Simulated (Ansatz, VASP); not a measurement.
# Cross-check of Ca3AgSe3Br between VASP and Ansatz

One calculation is typed for both programs; each brings its own data sets. How far apart do they land? The cell is generated by rule, not measured, and may not be a known phase. The cell is taken from a series of runs on this material, whose earlier steps may have relaxed, scaled, displaced or heated it; both programs get it as it stands.

Calculated with Ansatz 0.2.0; plane waves, with VASP 6.6.1 beside it; relaxation of cell and atoms at PBEsol.

The structure was built from a prototype and need not be the compound's stable phase.

## Step 1: The structure

The structure is tetragonal, space group P4/mmm (No. 123). Conventional cell: a = 4.152 Å, b = 4.152 Å, c = 11.476 Å, α = 90.00°, β = 90.00°, γ = 90.00°. Nearest to Ag lie 2 Se at 2.77 Å and 4 Br at 2.94 Å. Nearest to Br lie 2 Ca at 2.84 Å and 4 Ag at 2.94 Å. Ca has 1 Br at 2.84 Å and 5 Se at 2.90 to 2.94 Å nearest. Ca has 6 Se at 2.94 to 2.97 Å nearest. Se has 1 Ag at 2.77 Å and 5 Ca at 2.94 to 2.97 Å nearest. Nearest to Se lie 6 Ca at 2.90 to 2.94 Å. Farther neighbours and most contacts between anions are not listed.

## Step 2: Ansatz: relaxation of cell and atoms, PBEsol

Ansatz runs on its default PAW (the set named soft_2) files.

The relaxed volume is the usual yardstick between codes: in a stiff, nearly cubic crystal its relative difference is about their pressure difference at one cell divided by the bulk modulus.

Input file input.yaml:

```yaml
crystal:
  lattice:
    - [2.9361945018, 2.9361945018, 0.0]
    - [-2.9361945018, 2.9361945018, 0.0]
    - [0.0, 0.0, 11.4759813578]
  atoms:
    - { symbol: Ag, position: [0.5, 0.5, 0.75] }
    - { symbol: Br, position: [1.0, 0.0, 0.75] }
    - { symbol: Ca, position: [0.0, 0.0, -0.0025795039] }
    - { symbol: Ca, position: [0.5, 0.5, 0.25] }
    - { symbol: Ca, position: [0.0, 0.0, 0.5025795039] }
    - { symbol: Se, position: [0.5, 0.5, -0.0089230326] }
    - { symbol: Se, position: [1.0, 0.0, 0.25] }
    - { symbol: Se, position: [0.5, 0.5, 0.5089230326] }
kpoints:
  mp_grid: { grid: [8, 8, 2] }
hamiltonian:
  xc: pbesol
scf:
  occupations: { method: fixed }
output:
  forces: true
  stress: true
  eigenvalues: true
relax:
  adjacent_minimum: "off"
  f_tol: 0.001
  max_steps: 60
  cell: { stress_tol: 0.01 }
```

The run is started by

```bash
$ ansatz run input.yaml --threads 8 --pin off --max-ram 14336MiB --backend cpu --events-out ev --progress --plain --runs-dir out
```

Numbers of over 12 decimals in the logs are rounded to 6 here.

What it wrote:

```text
Engine: ansatz 0.2.0, aarch64-unknown-linux-gnu
Pseudopotentials: kind: paw
Pseudopotential: Ag, paw, valence charge 19, recommended cutoff 420 eV (normal), Ag.paw.azcp
Pseudopotential: Br, paw, valence charge 7, recommended cutoff 420 eV (normal), Br.paw.azcp
Pseudopotential: Ca, paw, valence charge 10, recommended cutoff 420 eV (normal), Ca.paw.azcp
Pseudopotential: Se, paw, valence charge 16, recommended cutoff 420 eV (normal), Se.paw.azcp
Functional definition: PBEsol
  exchange = pbesol_x
  correlation = pbesol_c
Crystal: 8 atoms, lattice volume = 197.874 Å³
Basis set: ecut = 420 eV, 3871 PW (Γ), exchange–correlation on 60×60×160 points (8 copies of the dense FFT grid, shifted against one another)
Bands: 63, of which v1, the nominal top of the filled ones, is band 52 counted from 1 (51 counted from 0)
Symmetry: 16 space group operations
Space group: P4/mmm (ITA 123), of the structure as read, at distance tolerance 5.8e-5 Å
k-points: 30 of 128
Non-local potential: Ag, projectors of the file, l = 0: 3, l = 1: 2, l = 2: 2, l = 3: 1
Non-local potential: Br, projectors of the file, l = 0: 2, l = 1: 2, l = 2: 2
Non-local potential: Ca, projectors of the file, l = 0: 3, l = 1: 2, l = 2: 2
Non-local potential: Se, projectors of the file, l = 0: 2, l = 1: 2, l = 2: 3, l = 3: 1
PAW form: soft (Blöchl's): semilocal exchange-correlation on the pseudo side does not see the compensation charge
PAW frozen core: Ag, regenerated for the run's functional, and the local potential with it (the file was generated under x = pbe(κ = 0.804, μ = 0.219515), c = pbe(β = 0.066725))
PAW frozen core: Br, regenerated for the run's functional, and the local potential with it (the file was generated under x = pbe(κ = 0.804, μ = 0.219515), c = pbe(β = 0.066725))
PAW frozen core: Ca, regenerated for the run's functional, and the local potential with it (the file was generated under x = pbe(κ = 0.804, μ = 0.219515), c = pbe(β = 0.066725))
PAW frozen core: Se, regenerated for the run's functional, and the local potential with it (the file was generated under x = pbe(κ = 0.804, μ = 0.219515), c = pbe(β = 0.066725))
PAW one-centre angular grid: Ag, 590 points (default); XC on 64 Gauss nodes
PAW one-centre angular grid: Br, 110 points (default); XC on 64 Gauss nodes
PAW one-centre angular grid: Ca, 110 points (default); XC on 64 Gauss nodes
PAW one-centre angular grid: Se, 590 points (default); XC on 64 Gauss nodes
Initial density: superposition of atomic densities (neutral atoms: chi_scale 0, normalization atom), corrected by the library's trained network
Initial wavefunctions: pseudopotential atomic-orbital guess
Functional: x = pbesol(κ = 0.804, μ = 0.123457), c = pbesol(β = 0.046)
SCF iter   1: F=—  HF=-31925.428759 eV  |F-HF|=—  |Δ(HF+E_count)|=         —  Δρ=3.73e-3  dr2=3.12e-2  ethr=1.77e-3  ⟨swp⟩=5.3  Hψ=6106  notcnv=0  defer=256
preconditioner: auto → Resta (q_TF=auto, 2.451 Å⁻¹)  ε∞=4.9  [insulator: Δε(μ)=1.772 eV  Ē_g=8.703 eV  n_scr=56 (ndim 8)  ℏωp=17.1 eV  f_vac=0.004  ε∞_Penn≈4.9]
SCF iter   2: F=—  HF=-31925.420398 eV  |F-HF|=—  |Δ(HF+E_count)|=   8.36e-3  Δρ=1.60e-3  dr2=6.35e-3  ethr=3.00e-5  ⟨swp⟩=2.5  Hψ=3797  notcnv=0  defer=269
SCF iter   3: F=—  HF=-31925.419257 eV  |F-HF|=—  |Δ(HF+E_count)|=   1.14e-3  Δρ=6.73e-4  dr2=1.07e-3  ethr=6.10e-6  ⟨swp⟩=2.6  Hψ=2364  notcnv=0  defer=270
SCF iter   4: F=—  HF=-31925.419240 eV  |F-HF|=—  |Δ(HF+E_count)|=   1.75e-5  Δρ=1.79e-4  dr2=5.21e-5  ethr=1.03e-6  ⟨swp⟩=2.0  Hψ=2380  notcnv=0  defer=270
SCF iter   5: F=—  HF=-31925.419307 eV  |F-HF|=—  |Δ(HF+E_count)|=   6.67e-5  Δρ=5.61e-5  dr2=6.66e-6  ethr=5.01e-8  ⟨swp⟩=2.0  Hψ=3220  notcnv=0  defer=248
SCF iter   6: F=—  HF=-31925.419307 eV  |F-HF|=—  |Δ(HF+E_count)|=   5.88e-7  Δρ=1.93e-5  dr2=6.93e-7  ethr=6.41e-9  ⟨swp⟩=2.0  Hψ=3242  notcnv=0  defer=249
SCF iter   7: F=-31925.419308 eV  HF=-31925.419308 eV  |F-HF|=6.60e-9  |Δ(HF+E_count)|=   5.51e-7  Δρ=5.48e-6  dr2=7.48e-8  ethr=9.62e-11  ⟨swp⟩=16.5  Hψ=12120  notcnv=0
SCF 1 converged in 7 iterations: F = -31925.419308 eV  dr2 = 7.48e-8
  greatest PAW one-centre occupation: 1.001 electrons in one spin orbital (limit 2), on the Ag atom at site 0 (counted from 0), in its partial waves of l = 0
relax step   1: F+E_penalty+E_count = -31925.41930765 eV  Δ(F+E_penalty+E_count) = +0.000e0 eV  max|allowed force component| = 1.427e-3 eV/Å  Δτ_max = 0.0000 Å  P = +0.002 GPa  Ω = 197.874 Å³  (7 SCF iters, dr2 threshold 1.00e-7 eV, accepted)
[...]
relax step   2: F+E_penalty+E_count = -31925.41930750 eV  Δ(F+E_penalty+E_count) = +1.468e-7 eV  max|allowed force component| = 7.847e-4 eV/Å  Δτ_max = 0.0005 Å  P = -0.002 GPa  Ω = 197.888 Å³  energy of the carried Pulay correction = -1.064e-6 eV  (6 SCF iters, dr2 threshold 1.27e-10 eV, accepted)
[...]
relax step   3: F+E_penalty+E_count = -31925.41930750 eV  Δ(F+E_penalty+E_count) = +0.000e0 eV  max|allowed force component| = 7.862e-4 eV/Å  Δτ_max = 0.0000 Å  P = -0.002 GPa  Ω = 197.888 Å³  stress off target by 2.52e-3 GPa  SCF on the basis re-selected at this cell (its energy is not comparable with the rows above)  (5 SCF iters)
basis re-selected at this cell: Δ(F+E_penalty+E_count) = +0.000e0 eV, ΔP = +0.000 GPa vs the last step (what re-selecting the basis moved, of the pressure what is left beyond the Pulay correction that the steps carried, after the strain that the cell walked since its last selection, with what the two solves' SCF thresholds leave and, on support functions, any second-order correction that the steps lacked; it is no measure of the basis error at this ecutwfc). This SCF's stress stands 2.52e-3 GPa from its target on what of the cell is left free (relax.cell.stress_tol is 1.00e-2 GPa) and its largest allowed force component is 7.86e-4 eV/Å (relax.f_tol is 1.00e-3 eV/Å): [rest of the remark cut]
SCF converged after 5 iterations
Free energy (F): -31925.419307 eV
Harris-Foulkes:  -31925.419307 eV  (|F-HF|=0.00e0)
Internal energy: -31925.419307 eV  (E = F + TS)
E sigma→0 (E₀):  -31925.419307 eV
Fermi energy:    7.693675 eV
--- Per-component energies (eV) ---
  E_band       = -1880.179153
  E_kinetic    = 1857.237625
  E_local      = -13012.021668  (includes V_loc(G=0)·N_el)
  E_nonlocal   = -1430.483038
  E_hartree    = 5909.020199
  E_xc         = -1165.778993
  E_vxc        = -1147.592480  (∫ρ·V_xc dr)
  E_paw        = -14152.707864  (= ΣΔE_a)
  E_vpaw       = 34.641598  (= ΣTr[D̂ρ^β])
  E_aug_tail   = -0.001550  (compensation charges beyond the density's cutoff)
  E_ewald      = -9934.480763
  E_core_change = 3.796744  (= ΣΔE_core)
  E_smearing   = -0.000000  (= −TS)
  E_closure    = 0.000000  (closes the sum)
  Σ components = -31925.419307   (vs F -31925.419307, Δ=0.00e0)
--- Forces (eV/Å), atoms counted from 1 ---
  atom   1  Ag     0.00000000     0.00000000     0.00000000
  atom   2  Br     0.00000000     0.00000000     0.00000000
  atom   3  Ca     0.00000000     0.00000000     0.00078622
  atom   4  Ca    -0.00000000     0.00000000     0.00000000
  atom   5  Ca     0.00000000     0.00000000    -0.00078622
  atom   6  Se     0.00000000    -0.00000000     0.00024108
  atom   7  Se     0.00000000    -0.00000000     0.00000000
  atom   8  Se     0.00000000    -0.00000000    -0.00024108
  max |Σ_I F_I| component: 2.29e-29 eV/Å
--- Stress (GPa, compression-positive) ---
       -0.001110      -0.000000       0.000000
       -0.000000      -0.001110       0.000000
        0.000000       0.000000      -0.002520
  P = ⅓ Tr σ = -0.0016 GPa (-0.016 kbar)
--- Band table (eV; the first three rows and the last of 30) ---
  k-point 0: bands = [... 48 lower, 7.1702, 7.1702, 7.3549, 7.3549, 9.5284, 9.5848, 10.1527, 10.7755, ... 7 higher]
  k-point 1: bands = [... 48 lower, 7.0753, 7.0753, 7.4204, 7.4204, 9.5280, 10.1451, 10.4197, 10.7896, ... 7 higher]
  k-point 2: bands = [... 48 lower, 6.8140, 7.0008, 7.0620, 7.1974, 9.9012, 9.9451, 10.4993, 11.0409, ... 7 higher]
  k-point 29: bands = [... 48 lower, 5.9925, 6.4072, 6.4072, 6.5321, 10.0981, 10.0981, 10.8899, 11.3476, ... 7 higher]
--- Relaxed structure (2 steps of the walk, 2 accepted, 1 SCFs on fresh bases) ---
  F+E_penalty+E_count = -31925.41930750 eV   max|allowed force component| = 7.862e-4 eV/Å   (the final SCF, on the basis selected at the relaxed cell)
  cell:  # Å, volume = 197.8884 Å³
    - [2.936194, 2.936194, 0.0]
    - [-2.936194, 2.936194, 0.0]
    - [0.0, 0.0, 11.476804]
  atoms:
    - { symbol: Ag, position: [0.5, 0.5, 0.75] }
    - { symbol: Br, position: [1.0, 0.0, 0.75] }
    - { symbol: Ca, position: [0, 0, -0.0026212] }
    - { symbol: Ca, position: [0.5, 0.5, 0.250000] }
    - { symbol: Ca, position: [0, 0, 0.502621] }
    - { symbol: Se, position: [0.5, 0.5, -0.00896214] }
    - { symbol: Se, position: [1.0, 0.0, 0.250000] }
    - { symbol: Se, position: [0.5, 0.5, 0.508962] }
```

[end of part 1 of 2]

[Lines on the potential files, build, host, timing and source positions are cut from VASP's logs without a mark.]

[Logs are printed without paths, hosts, clocks, repeated set-up lines and the standing remarks that a program may print on its own settings, such as how far it seeks lower states.]

[Hosts, paths, dates, database ids (printed as entryN), source tags and the programs' standing remarks are cut or masked in the printed files.]
